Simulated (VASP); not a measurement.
OSZICAR of a VASP run on Y (hcp):

**OSZICAR**
```
       N       E                     dE             d eps       ncg     rms          rms(c)
DAV:   1     0.928054625560E+02    0.92805E+02   -0.11909E+04  3600   0.146E+03
DAV:   2    -0.444939469552E+01   -0.97255E+02   -0.96079E+02  4596   0.301E+02
DAV:   3    -0.109764752590E+02   -0.65271E+01   -0.64172E+01  5840   0.489E+01
DAV:   4    -0.111508405991E+02   -0.17437E+00   -0.17435E+00  3926   0.873E+00
DAV:   5    -0.111539318311E+02   -0.30912E-02   -0.30912E-02  5104   0.853E-01    0.456E+01
DAV:   6    -0.110383540343E+02    0.11558E+00   -0.43039E-01  4879   0.486E+00    0.274E+01
DAV:   7    -0.111537348033E+02   -0.11538E+00   -0.84220E-01  6610   0.564E+00    0.247E+00
DAV:   8    -0.111439323326E+02    0.98025E-02   -0.71128E-02  4054   0.231E+00    0.689E-01
DAV:   9    -0.111444138385E+02   -0.48151E-03   -0.54237E-03  4490   0.628E-01    0.167E-01
DAV:  10    -0.111443431100E+02    0.70729E-04   -0.18817E-04  5350   0.972E-02    0.268E-02
DAV:  11    -0.111443373446E+02    0.57654E-05   -0.19287E-05  4617   0.312E-02    0.215E-02
DAV:  12    -0.111443369304E+02    0.41421E-06   -0.27453E-06  3455   0.168E-02
   1 F= -.64086350E+00 E0= -.63967770E+00  d E =-.640864E+00
       N       E                     dE             d eps       ncg     rms          rms(c)
DAV:   1    -0.111618819328E+02   -0.17545E-01   -0.38723E-01  3607   0.518E+00    0.486E-01
DAV:   2    -0.111565325457E+02    0.53494E-02   -0.14328E-02  4321   0.856E-01    0.394E-01
DAV:   3    -0.111545977087E+02    0.19348E-02   -0.46302E-03  4580   0.534E-01    0.253E-01
DAV:   4    -0.111545780269E+02    0.19682E-04   -0.18433E-04  4363   0.104E-01    0.852E-02
DAV:   5    -0.111545684744E+02    0.95525E-05   -0.31934E-05  4638   0.412E-02    0.724E-03
DAV:   6    -0.111545683972E+02    0.77250E-07   -0.15064E-06  2813   0.977E-03
   2 F= -.64276844E+00 E0= -.64204001E+00  d E =-.190494E-02
       N       E                     dE             d eps       ncg     rms          rms(c)
DAV:   1    -0.111627145234E+02   -0.81460E-02   -0.14771E-01  3614   0.320E+00    0.285E-01
DAV:   2    -0.111606973973E+02    0.20171E-02   -0.54067E-03  4314   0.527E-01    0.218E-01
DAV:   3    -0.111599681312E+02    0.72927E-03   -0.17014E-03  4573   0.324E-01    0.145E-01
DAV:   4    -0.111599565416E+02    0.11590E-04   -0.70693E-05  4391   0.656E-02    0.504E-02
DAV:   5    -0.111599522517E+02    0.42898E-05   -0.12730E-05  4664   0.260E-02    0.439E-03
DAV:   6    -0.111599522055E+02    0.46246E-07   -0.53914E-07  1989   0.608E-03
   3 F= -.64329679E+00 E0= -.64282701E+00  d E =-.243329E-02
       N       E                     dE             d eps       ncg     rms          rms(c)
DAV:   1    -0.111609358432E+02   -0.98359E-03   -0.50830E-03  3642   0.593E-01    0.523E-02
DAV:   2    -0.111608670482E+02    0.68795E-04   -0.18444E-04  4328   0.975E-02    0.385E-02
DAV:   3    -0.111608421078E+02    0.24940E-04   -0.57942E-05  4559   0.598E-02    0.258E-02
DAV:   4    -0.111608415257E+02    0.58201E-06   -0.22614E-06  2881   0.121E-02
   4 F= -.64330990E+00 E0= -.64287753E+00  d E =-.244640E-02
       N       E                     dE             d eps       ncg     rms          rms(c)
DAV:   1    -0.110859819028E+02    0.74860E-01   -0.35853E-01  4530   0.449E+00    0.129E+00
DAV:   2    -0.110719434737E+02    0.14038E-01   -0.29327E-02  4269   0.137E+00    0.433E-01
DAV:   3    -0.110692270490E+02    0.27164E-02   -0.21150E-02  5663   0.800E-01    0.241E-01
DAV:   4    -0.110697917114E+02   -0.56466E-03   -0.56288E-04  4083   0.184E-01    0.148E-01
DAV:   5    -0.110703791134E+02   -0.58740E-03   -0.10915E-03  5551   0.145E-01    0.430E-02
DAV:   6    -0.110704502011E+02   -0.71088E-04   -0.12556E-04  5165   0.636E-02    0.208E-02
DAV:   7    -0.110704565650E+02   -0.63639E-05   -0.11328E-05  3688   0.294E-02    0.509E-03
DAV:   8    -0.110704559774E+02    0.58754E-06   -0.18116E-06  2749   0.111E-02
   5 F= -.64284479E+00 E0= -.64253347E+00  d E =0.465110E-03
       N       E                     dE             d eps       ncg     rms          rms(c)
DAV:   1    -0.111357435083E+02   -0.65287E-01   -0.15033E-01  4613   0.290E+00    0.838E-01
DAV:   2    -0.111297650700E+02    0.59784E-02   -0.12721E-02  4366   0.893E-01    0.276E-01
DAV:   3    -0.111286716361E+02    0.10934E-02   -0.89986E-03  5662   0.524E-01    0.161E-01
DAV:   4    -0.111289015526E+02   -0.22992E-03   -0.23671E-04  3985   0.122E-01    0.969E-02
DAV:   5    -0.111291451742E+02   -0.24362E-03   -0.50780E-04  5591   0.101E-01    0.259E-02
DAV:   6    -0.111291658609E+02   -0.20687E-04   -0.36876E-05  4981   0.370E-02    0.141E-02
DAV:   7    -0.111291676162E+02   -0.17553E-05   -0.55990E-06  3255   0.201E-02    0.312E-03
DAV:   8    -0.111291679839E+02   -0.36778E-06   -0.77352E-07  2038   0.708E-03
   6 F= -.64347822E+00 E0= -.64309909E+00  d E =-.168323E-03
```

**Question.** Which electronic solver shows in the log?

**Answer.** It is blocked Davidson (ALGO = Normal, or the opening steps of other solvers). The INCAR had ALGO = Normal.

**Question.** Can the final energy be trusted as converged?

**Answer.** The run converged. It stopped with EDIFF = 1E-6, NELM = 100, NSW = 40 and EDIFFG = -0.02 after 6 ionic steps (PBEsol GGA, plane waves, VASP's PBE PAW potentials (set 64)).

The compound is Y in the hcp structure. This run relaxes it under an external pressure of 45 GPa. Symmetry was kept, so distortions that lower it aren't found.
